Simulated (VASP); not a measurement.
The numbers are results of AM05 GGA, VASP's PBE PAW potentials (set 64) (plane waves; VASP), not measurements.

Input for VASP

### INCAR
```
# general
SYSTEM =La2O3
PREC   =Accurate
ENCUT  =520   # plane-wave cut-off (eV)
LREAL  =.FALSE.
LASPH  =.TRUE.   # aspherical one-centre terms

# electronic loop
EDIFF  =1E-7   # SCF stop (eV)
NELM   =100   # most electronic steps
ALGO   =Normal   # blocked Davidson
LMAXMIX=6   # l cut-off of mixed one-centre charges

# smearing
ISMEAR =-5   # tetrahedra, Bloechl

# functional
GGA    =AM

# ions
ISIF   =2

# output
LWAVE  =.FALSE.
LCHARG =.TRUE.
LORBIT =11   # lm-projected
NEDOS  =601   # DOS grid

# other
LEFG   =.TRUE.
```

**POSCAR**
```
La2O3
1
    1.9527790204    -3.3823123907     0.0000000000
    1.9527790204     3.3823123907    -0.0000000000
   -0.0000000000     0.0000000000     6.0723660270
La O
2 3
Direct
  0.3333330000   0.6666670000   0.2460978663
  0.6666670000   0.3333330000   0.7539021337
  0.0000000000   0.0000000000   1.0000000000
  0.3333330000   0.6666670000   0.6458341022
  0.6666670000   0.3333330000   0.3541658978
```

### KPOINTS
```
Automatic
0
gamma
  7 7 4
0 0 0
```

POTCAR, in this order: La O (PBE.64 set). Program: vasp_std.

### Question
What does the run give for the energy per atom (σ→0)?

### Answer

```yaml
energy per atom (σ→0): -8.512 eV/atom
```

OSZICAR:
```
...
DAV:  13    -0.425604421314E+02   -0.86265E-04   -0.11624E-03  2304   0.236E-01    0.292E-02
DAV:  14    -0.425604489467E+02   -0.68153E-05   -0.16036E-04  2408   0.109E-01    0.903E-03
DAV:  15    -0.425604524399E+02   -0.34932E-05   -0.19408E-05  2584   0.380E-02    0.836E-03
DAV:  16    -0.425604530688E+02   -0.62884E-06   -0.12412E-05  2224   0.271E-02    0.285E-03
DAV:  17    -0.425604533208E+02   -0.25208E-06   -0.40067E-06  2608   0.160E-02    0.213E-03
DAV:  18    -0.425604534649E+02   -0.14412E-06   -0.87902E-07  2352   0.655E-03    0.186E-03
DAV:  19    -0.425604534380E+02    0.26992E-07   -0.18841E-07  1592   0.443E-03
   1 F= -.42560453E+02 E0= -.42560453E+02  d E =0.000000E+00
```

The compound is La2O3 in the a-type structure. It was relaxed first.
